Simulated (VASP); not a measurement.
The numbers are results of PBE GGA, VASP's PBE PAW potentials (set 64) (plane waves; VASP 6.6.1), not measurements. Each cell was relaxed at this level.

Q: Which of these has an unstable (imaginary) mode at Γ?
(A) GaN, F-43m (216)
(B) CdTe, F-43m (216)
(C) KTaO3, Pm-3m (221)
(D) Hf, P6_3/mmc (194)

A: C, KTaO3, Pm-3m (221). Its optical Γ-point modes are 69i (×3), 179 (×3), 263 (×3), 505 (×3) cm⁻¹.
